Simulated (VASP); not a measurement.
Energy against volume of ZnO (wurtzite). Method: LDA (Ceperley-Alder, Perdew-Zunger), VASP's LDA PAW potentials (set 64) (plane waves; VASP). Run with 520 eV cut-off, 10×10×5 Γ-centred mesh, Gaussian smearing of 0.050 eV, potentials Zn O.

Shape and ions are relaxed at each volume.

```csv
V (Å³/atom),E (eV/atom)
10.728,-5.26501
11.070,-5.28347
11.413,-5.28963
11.755,-5.28535
```

Q: Fit these four points and predict the energy of the run at 12.097 Å³/atom.

A: A cubic in V^(−2/3), the third-order Birch-Murnaghan form, passes through the four points with V0 = 11.43 Å³/atom and B0 = 161 GPa, and gives -5.2722 eV/atom there. The run gave -5.2722 eV/atom, +0.0 meV/atom from the fit; all five points give B0 = 161 GPa.

The compound is ZnO in the wurtzite structure. It was relaxed first.
